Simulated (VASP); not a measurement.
# MgCd2Te3 (I-4m2) in VASP: notebook

Runs on MgCd2Te3. Level: PBE. Tasks: equation of state.

Program: VASP 6.6.1. These are calculated values, not measurements. Logs are shortened: lines on timing, memory, paths and dates and some standing lists are left out, and cuts for length are marked.

### Step 1. The crystal as given

The structure is tetragonal, space group I-4m2 (No. 119). Conventional cell: a = 4.659 Å, b = 4.659 Å, c = 19.708 Å, α = 90.00°, β = 90.00°, γ = 90.00°. Around Mg (site symmetry -4m2) lie 4 Te at 2.82 Å. Around Cd (site symmetry 2mm) lie 4 Te at 2.86 to 2.87 Å. Te (site symmetry 2mm) is surrounded by 2 Mg at 2.82 Å and 2 Cd at 2.87 Å. Around Te (site symmetry -4m2) lie 4 Cd at 2.86 Å.

The cell was built by a generator and needn't be a form met in nature.

### Step 2. Equation of state, PBE, 35.65 Å³/atom

File INCAR:

```
SYSTEM = MgCd2Te3
PREC = Accurate ; ENCUT = 520
EDIFF = 1E-6 ; ISMEAR = 0
SIGMA = 0.03 ; LREAL = .False.
LASPH = .True. ; NELM = 100
ALGO = Normal ; ISIF = 4
LWAVE = .False. ; LCHARG = .False.
GGA = PE ; IBRION = 2
NSW = 30 ; EDIFFG = -0.02
KPAR = 4
```

File KPOINTS:

```
regular mesh
0
Gamma
  8 8 8
  0 0 0
```

File POSCAR:

```
MgCd2Te3
1.0
   -2.3297000000      2.3297000000      9.8539400000
    2.3297000000     -2.3297000000      9.8539400000
    2.3297000000      2.3297000000     -9.8539400000
Mg Cd Te
1 2 3
Direct
    0.0000000000      0.0000000000      0.0000000000
    0.3344760000      0.3344760000      0.0000000000
    0.6655240000      0.6655240000      0.0000000000
    0.9193660000      0.4193660000      0.5000000000
    0.5806340000      0.0806340000      0.5000000000
    0.2500000000      0.7500000000      0.5000000000
```

Potentials or basis: VASP PAW PBE potentials, release 64 (Mg, Cd, Te).

Launch:

```bash
cat potpaw_PBE.64/Mg/POTCAR potpaw_PBE.64/Cd/POTCAR potpaw_PBE.64/Te/POTCAR > POTCAR
mpirun -np 4 vasp_std > vasp.out
```

OUTCAR:

```text
SYSTEM = MgCd2Te3
   PREC = Accurate
   ENCUT = 520
   EDIFF = 1E-6
   ISMEAR = 0
   LREAL = .False.
   LASPH = .True.
   NELM = 100
   ISIF = 4
   GGA = PE
   IBRION = 2
   NSW = 30
   EDIFFG = -0.02

 ion  position               nearest neighbor table
   1  0.000  0.000  0.000-   5 2.82   4 2.82   5 2.82   4 2.82
   2  0.334  0.334  0.000-   6 2.86   6 2.86   4 2.87   4 2.87
   3  0.666  0.666  0.000-   6 2.86   6 2.86   5 2.87   5 2.87
   4  0.919  0.419  0.500-   1 2.82   1 2.82   2 2.87   2 2.87
   5  0.581  0.081  0.500-   1 2.82   1 2.82   3 2.87   3 2.87
   6  0.250  0.750  0.500-   2 2.86   3 2.86   2 2.86   3 2.86

  LATTYP: Found a body centered tetragonal cell.
 ALAT       =     4.6594000000
 C/A-ratio  =     4.2297033953

  Lattice vectors:

 A1 = (  -2.3297000000,   2.3297000000,   9.8539400000)
 A2 = (   2.3297000000,  -2.3297000000,   9.8539400000)
 A3 = (   2.3297000000,   2.3297000000,  -9.8539400000)

Analysis of symmetry for initial positions (statically):
=====================================================================
 Subroutine PRICEL returns:
 Original cell was already a primitive cell.

 Routine SETGRP: Setting up the symmetry group for a
 body centered tetragonal supercell.

 Subroutine GETGRP returns: Found  8 space group operations
 (whereof  8 operations were pure point group operations)
 out of a pool of 16 trial point group operations.

The static configuration has the point symmetry D_2d.

Analysis of symmetry for dynamics (positions and initial velocities):
=====================================================================
 Subroutine PRICEL returns:
 Original cell was already a primitive cell.

 Routine SETGRP: Setting up the symmetry group for a
 body centered tetragonal supercell.

 Subroutine GETGRP returns: Found  8 space group operations
 (whereof  8 operations were pure point group operations)
 out of a pool of 16 trial point group operations.

The dynamic configuration has the point symmetry D_2d.

 Subroutine INISYM returns: Found  8 space group operations
 (whereof  8 operations are pure point group operations),
 and found     1 'primitive' translations

----------------------------------------------------------------------------------------

                                     Primitive cell

  volume of cell :     213.9291

  direct lattice vectors                    reciprocal lattice vectors
    -2.329700000  2.329700000  9.853940000     0.000000000  0.214619908  0.050741125
     2.329700000 -2.329700000  9.853940000     0.214619908  0.000000000  0.050741125
     2.329700000  2.329700000 -9.853940000     0.214619908  0.214619908  0.000000000

  length of vectors
    10.390146183 10.390146183 10.390146183     0.220536543  0.220536543  0.303518385

  position of ions in fractional coordinates (direct lattice)
     0.000000000  0.000000000  0.000000000
     0.334476000  0.334476000  0.000000000
     0.665524000  0.665524000  0.000000000
     0.919366000  0.419366000  0.500000000
     0.580634000  0.080634000  0.500000000
     0.250000000  0.750000000  0.500000000

  ion indices of the primitive-cell ions
   primitive index   ion index
                 1           1
                 2           2
                 3           3
                 4           4
                 5           5
                 6           6

----------------------------------------------------------------------------------------

 KPOINTS: regular mesh

Automatic generation of k-mesh.
 Grid dimensions read from file:
 generate k-points for:    8    8    8

 Generating k-lattice:

  Cartesian coordinates                     Fractional coordinates (reciprocal lattice)
     0.000000000  0.026827489  0.006342641     0.125000000  0.000000000  0.000000000
     0.026827489  0.000000000  0.006342641     0.000000000  0.125000000  0.000000000
     0.026827489  0.026827489  0.000000000     0.000000000  0.000000000  0.125000000

  Length of vectors
     0.027567068  0.027567068  0.037939798

  Shift w.r.t. Gamma in fractional coordinates (k-lattice)
     0.000000000  0.000000000  0.000000000

 Subroutine IBZKPT returns following result:
 ===========================================

 Found     59 irreducible k-points:

 Following reciprocal coordinates:
            Coordinates               Weight
  0.000000  0.000000  0.000000      1.000000
  0.125000  0.000000  0.000000      8.000000
  0.250000  0.000000  0.000000      8.000000
  0.375000  0.000000  0.000000      8.000000
  0.500000  0.000000  0.000000      4.000000
  0.125000  0.125000  0.000000      8.000000
[... 16 lines left out ...]
  0.250000  0.125000  0.125000     16.000000
  0.375000  0.125000  0.125000      8.000000
 [... further k-points ...]
   k-points           NKPTS =     59   k-points in BZ     NKDIM =     59   number of bands    NBANDS=     26
   number of dos      NEDOS =    301   number of ions     NIONS =      6
   total plane-waves  NPLWV = 512000
   dimension x,y,z NGX =    80 NGY =   80 NGZ =   80
   dimension x,y,z NGXF=   160 NGYF=  160 NGZF=  160
   ions per type =               1   2   3
   NGX,Y,Z   is equivalent  to a cutoff of  12.80, 12.80, 12.80 a.u.
   NGXF,Y,Z  is equivalent  to a cutoff of  25.60, 25.60, 25.60 a.u.
 SYSTEM =  MgCd2Te3
   PREC   = accura    normal or accurate (medium, high low for compatibility)
   ISTART =      0    job   : 0-new  1-cont  2-samecut
   ICHARG =      2    charge: 1-file 2-atom 10-const
   ISPIN  =      1    spin polarized calculation?
   LNONCOLLINEAR =      F non collinear calculations
   LSORBIT =      F    spin-orbit coupling
   LASPH  =      T    aspherical Exc in radial PAW
   ENCUT  =  520.0 eV  38.22 Ry    6.18 a.u.  19.32 19.32 19.32*2*pi/ulx,y,z
   NELM   =    100;   NELMIN=  2; NELMDL= -5     # of ELM steps
   EDIFF  = 0.1E-05   stopping-criterion for ELM
   LREAL  =      F    real-space projection
   EDIFFG = -.2E-01   stopping-criterion for IOM
   NSW    =     30    number of steps for IOM
   IBRION =      2    ionic relax: 0-MD 1-quasi-New 2-CG
   NFREE  =      1    steps in history (QN), initial steepest desc. (CG)
   ISIF   =      4    stress and relaxation
   ISYM   =      2    0-nonsym 1-usesym 2-fastsym
   POTIM  = 0.5000    time-step for ionic-motion
   TEBEG  =    0.0;   TEEND  =   0.0 temperature during run
   PSTRESS=    0.0 pullay stress
   NELECT =      44.0000    total number of electrons
   NUPDOWN=      -1.0000    fix difference up-down
   EMIN   =  10.00;   EMAX   =-10.00  energy-range for DOS
   EFERMI =   0.00;   METHOD = LEGACY
   ISMEAR =     0;   SIGMA  =   0.03  broadening in eV -4-tet -1-fermi 0-gaus
   EFERMI_NEDOS =   21; number of points for ismear=-14 and -15
   IALGO  =     38    algorithm
   IMIX   =      4    mixing-type and parameters
     AMIX     =   0.40;   BMIX     =  1.00
     AMIX_MAG =   1.60;   BMIX_MAG =  1.00
  volume/ion in A,a.u.               =      35.65       240.61
  Fermi-wavevector in a.u.,A,eV,Ry     =   0.966353  1.826142 12.705636  0.933838
  Thomas-Fermi vector in A             =   2.096147
   LORBIT       =      0    0 simple, 1 ext, 2 COOP (PROOUT), +10 PAW based schemes
   GGA     = PE    functional components
   LHFCALC =     F    Hartree Fock is set to
   AEXX    =    0.0000 exact exchange contribution
   IVDW    =     0    specifies the selected vdW correction
   LEPSILON=     F    determine dielectric tensor
   LRPA    =     F    only Hartree local field effects (RPA)
 conjugate gradient relaxation of ions
 non-spin polarized calculation
 Gauss-broadening in eV      SIGMA  =   0.03
  energy-cutoff  :      520.00
  volume of cell :      213.93
 maximum number of plane-waves:      5812
 NGX is ok and might be reduce to    80
   NGX = 39   NGY = 39   NGZ = 39

 number of electron      44.0000004 magnetization

 Free energy of the ion-electron system (eV)
  ---------------------------------------------------
  ext. energy  EPLUGINS =         0.00000000
  ---------------------------------------------------
  free energy    TOTEN  =       -16.01746902 eV

  energy without entropy =      -16.01746902  energy(sigma->0) =      -16.01746902

 E-fermi :   1.9361     XC(G=0):  -8.1338

 val. band max:        1.7847883526   @ k =   0.0000   0.0000   0.0000
 cond. band min:       2.8768194433   @ k =   0.0000   0.0000   0.0000
 fundamental gap:      1.0920310907
 Fermi energy:         1.9361078021

 k-point     1 :       0.0000    0.0000    0.0000
  band No.  band energies     occupation
      1      -8.8338      2.00000
      2      -8.5140      2.00000
      3      -8.3234      2.00000
      4      -6.1225      2.00000
      5      -6.1225      2.00000
      6      -6.0562      2.00000
[... 18 lines left out ...]
     25       4.9683      0.00000
     26       5.1238      0.00000

 k-point     2 :       0.1250    0.0000    0.0000
  band No.  band energies     occupation
      1      -8.7957      2.00000
      2      -8.5063      2.00000
      3      -8.3123      2.00000
      4      -6.1199      2.00000
      5      -6.1064      2.00000
      6      -6.0802      2.00000
[... 18 lines left out ...]
     25       5.1136      0.00000
     26       5.4826      0.00000

 k-point     3 :       0.2500    0.0000    0.0000
  band No.  band energies     occupation
      1      -8.6989      2.00000
      2      -8.4810      2.00000
      3      -8.2947      2.00000
      4      -6.1128      2.00000
      5      -6.0939      2.00000
      6      -6.0651      2.00000
[... 572 lines left out ...]
 k-point    23 :       0.2500    0.1250    0.1250
  band No.  band energies     occupation
      1      -8.5320      2.00000
      2      -8.3542      2.00000
      3      -8.2569      2.00000
      4      -6.0744      2.00000
      5      -6.0656      2.00000
      6      -6.0589      2.00000
[... 18 lines left out ...]
     25       5.3818      0.00000
     26       5.7761      0.00000

 k-point    24 :       0.3750    0.1250    0.1250
  band No.  band energies     occupation
      1      -8.5064      2.00000
      2      -8.3013      2.00000
      3      -8.2771      2.00000
      4      -6.0717      2.00000
      5      -6.0611      2.00000
      6      -6.0553      2.00000
[... 18 lines left out ...]
     25       5.4687      0.00000
     26       5.9547      0.00000

 [... further k-points ...]
[... 5 lines left out ...]
  --------------------------------------------------------------------------------------
  -------------------------------------------------------------------------------------
  Total        0.0655390      0.0655390      0.0464687      0.0000000      0.0000000      0.0000000
  in kB        0.4908408      0.4908408      0.3480173      0.0000000      0.0000000      0.0000000
  external PRESSURE =       0.4432330 kB  Pullay stress =       0.0000000 kB

 VOLUME and BASIS-vectors are now :
 -----------------------------------------------------------------------------
  energy-cutoff  :      520.00
  volume of cell :      213.93
      direct lattice vectors                 reciprocal lattice vectors
    -2.329700000  2.329700000  9.853940000     0.000000000  0.214619908  0.050741125
     2.329700000 -2.329700000  9.853940000     0.214619908  0.000000000  0.050741125
     2.329700000  2.329700000 -9.853940000     0.214619908  0.214619908  0.000000000

 POSITION                                       TOTAL-FORCE (eV/Angst)
 -----------------------------------------------------------------------------------
      0.00000      0.00000      0.00000        -0.000000     -0.000000      0.000000
      0.00000      0.00000      6.59181        -0.000000     -0.000000      0.000538
      0.00000      0.00000     13.11607        -0.000000     -0.000000     -0.000538
      0.00000      2.32970      8.26481         0.000000      0.000000      0.001180
      0.00000      2.32970      1.58913        -0.000000     -0.000000     -0.001180
      2.32970      0.00000      4.92697        -0.000000     -0.000000     -0.000000
 -----------------------------------------------------------------------------------
    total drift:                               -0.000001      0.000001     -0.000000

  FREE ENERGIE OF THE ION-ELECTRON SYSTEM (eV)
  ---------------------------------------------------
  free  energy   TOTEN  =       -16.0174690246 eV

  energy  without entropy=      -16.0174690246  energy(sigma->0) =      -16.01746902

 reached required accuracy - stopping structural energy minimisation
```

Wall time 4.7 min (4 MPI ranks of Intel Xeon 6975P-C (Granite Rapids), shared host); peak memory 1.2 GiB.

What came out:

```yaml
Free_energy: -16.0175 eV
Pressure: 0.0 GPa
Band_gap_on_the_k_mesh: 1.09 eV, direct
```

Caveat: spin-orbit coupling is left out, which moves the levels of the heavy elements.

### Step 3. Equation of state, PBE, 34.59 Å³/atom (volume scaled by 0.97)

INCAR is that of step 2.

KPOINTS is that of step 2.

Edit POSCAR of step 2 so:

```diff
@@ -2,5 +2,5 @@
 1.0
-   -2.3297000000      2.3297000000      9.8539400000
-    2.3297000000     -2.3297000000      9.8539400000
-    2.3297000000      2.3297000000     -9.8539400000
+   -2.3061660678      2.3061660678      9.7543984469
+    2.3061660678     -2.3061660678      9.7543984469
+    2.3061660678      2.3061660678     -9.7543984469
 Mg Cd Te
```

Potentials or basis: VASP PAW PBE potentials, release 64 (Mg, Cd, Te).

Launch:

```bash
cat potpaw_PBE.64/Mg/POTCAR potpaw_PBE.64/Cd/POTCAR potpaw_PBE.64/Te/POTCAR > POTCAR
mpirun -np 4 vasp_std > vasp.out
```

It took 4.7 min on 4 MPI ranks of Intel Xeon 6975P-C (Granite Rapids), shared host; peak memory 1.2 GiB.

Results (log left out):

```
Free energy            : -15.9934 eV
Pressure               : 1.2 GPa
Largest force          : 0.019 eV/Å
Band gap on the k mesh : 1.19 eV, direct
```

Caveat: spin-orbit coupling is left out, which moves the levels of the heavy elements.

### Step 4. Equation of state, PBE, 36.72 Å³/atom (volume scaled by 1.03)

INCAR is that of step 3.

KPOINTS is that of step 3.

Edit POSCAR of step 3 so:

```diff
@@ -2,5 +2,5 @@
 1.0
-   -2.3061660678      2.3061660678      9.7543984469
-    2.3061660678     -2.3061660678      9.7543984469
-    2.3061660678      2.3061660678     -9.7543984469
+   -2.3527678368      2.3527678368      9.9515101078
+    2.3527678368     -2.3527678368      9.9515101078
+    2.3527678368      2.3527678368     -9.9515101078
 Mg Cd Te
```

Launch:

```bash
cat potpaw_PBE.64/Mg/POTCAR potpaw_PBE.64/Cd/POTCAR potpaw_PBE.64/Te/POTCAR > POTCAR
mpirun -np 4 vasp_std > vasp.out
```

It took 4.7 min on 4 MPI ranks of Intel Xeon 6975P-C (Granite Rapids), shared host; peak memory 1.2 GiB.

It converged, with:

* Free energy: -15.9993 eV
* Pressure: -0.9 GPa
* Largest force: 0.013 eV/Å
* Band gap on the k mesh: 1.00 eV, direct

Caveat: spin-orbit coupling is left out, which moves the levels of the heavy elements.

### Step 5. Equation of state, PBE, 33.52 Å³/atom (volume scaled by 0.94)

INCAR is that of step 4.

KPOINTS is that of step 4.

Edit POSCAR of step 4 so:

```diff
@@ -2,5 +2,5 @@
 1.0
-   -2.3527678368      2.3527678368      9.9515101078
-    2.3527678368     -2.3527678368      9.9515101078
-    2.3527678368      2.3527678368     -9.9515101078
+   -2.2821417575      2.2821417575      9.6527827401
+    2.2821417575     -2.2821417575      9.6527827401
+    2.2821417575      2.2821417575     -9.6527827401
 Mg Cd Te
```

Launch:

```bash
cat potpaw_PBE.64/Mg/POTCAR potpaw_PBE.64/Cd/POTCAR potpaw_PBE.64/Te/POTCAR > POTCAR
mpirun -np 4 vasp_std > vasp.out
```

It took 12 min on 4 MPI ranks of Intel Xeon 6975P-C (Granite Rapids), shared host; peak memory 1.3 GiB.

It converged, with:

- Free energy: -15.9198 eV
- Pressure: 2.5 GPa
- Largest force: 0.013 eV/Å
- Band gap on the k mesh: 1.30 eV, direct

Caveat: spin-orbit coupling is left out, which moves the levels of the heavy elements.

### Step 6. Equation of state, PBE, 37.79 Å³/atom (volume scaled by 1.06)

INCAR is that of step 5.

KPOINTS is that of step 5.

Edit POSCAR of step 5 so:

```diff
@@ -2,5 +2,5 @@
 1.0
-   -2.2821417575      2.2821417575      9.6527827401
-    2.2821417575     -2.2821417575      9.6527827401
-    2.2821417575      2.2821417575     -9.6527827401
+   -2.3753919924      2.3753919924     10.0472035754
+    2.3753919924     -2.3753919924     10.0472035754
+    2.3753919924      2.3753919924    -10.0472035754
 Mg Cd Te
```

Potentials or basis: VASP PAW PBE potentials, release 64 (Mg, Cd, Te).

Launch:

```bash
cat potpaw_PBE.64/Mg/POTCAR potpaw_PBE.64/Cd/POTCAR potpaw_PBE.64/Te/POTCAR > POTCAR
mpirun -np 4 vasp_std > vasp.out
```

Wall time 6.9 min (4 MPI ranks of Intel Xeon 6975P-C (Granite Rapids), shared host); peak memory 1.3 GiB.

Results (log left out):

| Property | Result |
| --- | --- |
| Free energy | -15.9456 eV |
| Pressure | -1.7 GPa |
| Largest force | 0.017 eV/Å |
| Band gap on the k mesh | 0.91 eV, direct |

Caveat: spin-orbit coupling is left out, which moves the levels of the heavy elements.
